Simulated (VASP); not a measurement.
Here is the system:

```yaml
crystal:
  lattice:
    - [1.59772, -2.76732, 0.00000]
    - [1.59772, 2.76732, 0.00000]
    - [0.00000, 0.00000, 14.66694]
  atoms:
    - { symbol: W, position: [0.33333, 0.66667, 0.25000] }
    - { symbol: W, position: [0.66667, 0.33333, 0.75000] }
    - { symbol: S, position: [0.33333, 0.66667, 0.85710] }
    - { symbol: S, position: [0.66667, 0.33333, 0.35710] }
    - { symbol: S, position: [0.66667, 0.33333, 0.14290] }
    - { symbol: S, position: [0.33333, 0.66667, 0.64290] }
```

Level of theory: PW91 GGA, VASP's PBE PAW potentials (set 64) (plane waves; VASP 6.6.1). Run with 520 eV cut-off, 9×9×2 Γ-centred mesh, tetrahedra with Blöchl corrections, potentials W_sv S.

The cores are frozen, which limits the accuracy of field gradients. Without a dispersion term in the relaxation, distances and binding between the weakly bound layers, chains or molecules are unreliable, and so is what depends on them.

**Question.** Give the principal components of the electric field gradient (V/Å²) and the asymmetry η at each nucleus.

**Answer.** 
```tsv
atom	Vxx	Vyy	Vzz	η
W1	78.2	78.2	-156.4	0.00
W2	78.2	78.2	-156.4	0.00
S3	24.1	24.1	-48.2	0.00
S4	24.1	24.1	-48.2	0.00
S5	24.1	24.1	-48.2	0.00
S6	24.1	24.1	-48.2	0.00
```

The compound is WS2 in the 2H layered structure. It was relaxed first, which changed the volume by +23 %.
